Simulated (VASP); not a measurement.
Calculation: LDA (Ceperley-Alder, Perdew-Zunger), VASP's LDA PAW potentials (set 64) (plane waves; VASP).

VASP ran on this input.

POSCAR:
```
LiCl
1
    0.0000000000     2.3451027414     2.3451027414
    2.3451027414     0.0000000000     2.3451027414
    2.3451027414     2.3451027414     0.0000000000
Li Cl
1 1
Direct
  0.0000000000   0.0000000000   0.0000000000
  0.5000000000   0.5000000000   0.5000000000
```

KPOINTS:
```
Automatic
0
gamma
10 10 10
0 0 0
```

INCAR:
```
SYSTEM = LiCl
PREC = Accurate
ENCUT = 620
EDIFF = 1E-6
NELM = 100
ALGO = Normal
LREAL = .FALSE.
LASPH = .TRUE.
ISMEAR = 0
SIGMA = 0.05
LWAVE = .FALSE.
LCHARG = .FALSE.
IBRION = 2
ISIF = 3
NSW = 40
EDIFFG = -0.02
PSTRESS = 200
```

POTCAR, in this order: Li_sv Cl (LDA.64 set). Program: vasp_std.

The run wrote:

### OSZICAR
```
       N       E                     dE             d eps       ncg     rms          rms(c)
DAV:   1     0.407868053639E+02    0.40787E+02   -0.50179E+03   846   0.118E+03
DAV:   2    -0.643496065406E+01   -0.47222E+02   -0.45586E+02  1141   0.171E+02
DAV:   3    -0.800337858334E+01   -0.15684E+01   -0.15669E+01  1091   0.371E+01
DAV:   4    -0.803212513586E+01   -0.28747E-01   -0.28720E-01  1311   0.450E+00
DAV:   5    -0.803232705735E+01   -0.20192E-03   -0.20191E-03  1152   0.354E-01    0.308E+00
DAV:   6    -0.797293046495E+01    0.59397E-01   -0.11067E-01   932   0.193E+00    0.212E+00
DAV:   7    -0.796519161060E+01    0.77389E-02   -0.41835E-02  1259   0.124E+00    0.928E-01
DAV:   8    -0.796511154411E+01    0.80066E-04   -0.37636E-03  1137   0.502E-01    0.106E-01
DAV:   9    -0.796509526170E+01    0.16282E-04   -0.17931E-04  1038   0.962E-02    0.377E-02
DAV:  10    -0.796509610801E+01   -0.84631E-06   -0.14913E-05  1147   0.325E-02    0.689E-03
DAV:  11    -0.796509603950E+01    0.68501E-07   -0.13489E-06   663   0.110E-02
   1 F= -.47452505E+01 E0= -.47452505E+01  d E =-.474525E+01
       N       E                     dE             d eps       ncg     rms          rms(c)
DAV:   1    -0.829688721613E+01   -0.33179E+00   -0.13533E+01   888   0.312E+01    0.622E+00
DAV:   2    -0.777606237259E+01    0.52082E+00   -0.12692E+00  1038   0.888E+00    0.201E+00
DAV:   3    -0.769151881428E+01    0.84544E-01   -0.29618E-01   874   0.369E+00    0.133E+00
DAV:   4    -0.768682961237E+01    0.46892E-02   -0.79522E-03  1416   0.774E-01    0.267E-01
DAV:   5    -0.768658585887E+01    0.24375E-03   -0.73763E-04  1105   0.241E-01    0.756E-02
DAV:   6    -0.768657441950E+01    0.11439E-04   -0.40783E-05  1135   0.641E-02    0.233E-02
DAV:   7    -0.768657414091E+01    0.27859E-06   -0.41146E-06   905   0.201E-02
   2 F= -.48273520E+01 E0= -.48273520E+01  d E =-.821014E-01
       N       E                     dE             d eps       ncg     rms          rms(c)
DAV:   1    -0.774694994667E+01   -0.60376E-01   -0.24035E-01   894   0.397E+00    0.736E-01
DAV:   2    -0.773759126042E+01    0.93587E-02   -0.25370E-02  1127   0.120E+00    0.274E-01
DAV:   3    -0.773605387219E+01    0.15374E-02   -0.53333E-03   885   0.499E-01    0.155E-01
DAV:   4    -0.773597090767E+01    0.82965E-04   -0.13631E-04  1437   0.987E-02    0.346E-02
DAV:   5    -0.773596674670E+01    0.41610E-05   -0.12570E-05  1247   0.306E-02    0.938E-03
DAV:   6    -0.773596652356E+01    0.22314E-06   -0.61843E-07   669   0.883E-03
   3 F= -.48297010E+01 E0= -.48297010E+01  d E =-.844505E-01
```

**OUTCAR**
```
------------------------ aborting loop because EDIFF is reached ----------------------------------------
  FORCE on cell =-STRESS in cart. coord.  units (eV):
  Direction    XX          YY          ZZ          XY          YZ          ZX
  --------------------------------------------------------------------------------------
  Total        2.9095017      2.9095017      2.9095017      0.0000000      0.0000000     -0.0000000
  in kB      200.2227026    200.2227026    200.2227026      0.0000000      0.0000000     -0.0000000
  external PRESSURE =       0.2227026 kB  Pullay stress =     200.0000000 kB
  volume of cell :       23.28
      direct lattice vectors                 reciprocal lattice vectors
     0.000000000  2.266358591  2.266358591    -0.220618221  0.220618221  0.220618221
     2.266358591  0.000000000  2.266358591     0.220618221 -0.220618221  0.220618221
     2.266358591  2.266358591  0.000000000     0.220618221  0.220618221 -0.220618221
  FREE ENERGIE OF THE ION-ELECTRON SYSTEM (eV)
  ---------------------------------------------------
  free  energy   TOTEN  =        -7.7359665236 eV

  energy  without entropy=       -7.7359665236  energy(sigma->0) =       -7.73596652
  enthalpy is  TOTEN    =        -4.8297010115 eV   P V=        2.9062655121

 reached required accuracy - stopping structural energy minimisation
```
(Selected blocks of OUTCAR.)

**CONTCAR**
```
LiCl
   1.00000000000000
     0.0000000000000000    2.2663585906108619    2.2663585906108619
     2.2663585906108619    0.0000000000000000    2.2663585906108619
     2.2663585906108619    2.2663585906108619    0.0000000000000000
  Li              Cl
     1     1
Direct
     0.0000000000000000    0.0000000000000000    0.0000000000000000
     0.5000000000000000    0.5000000000000000    0.5000000000000000
```

Energy and stress use the plane-wave basis of the starting cell.

The compound is LiCl in the rock salt structure. This run relaxes it under an external pressure of 20 GPa. Symmetry was kept, so distortions that lower it aren't found.
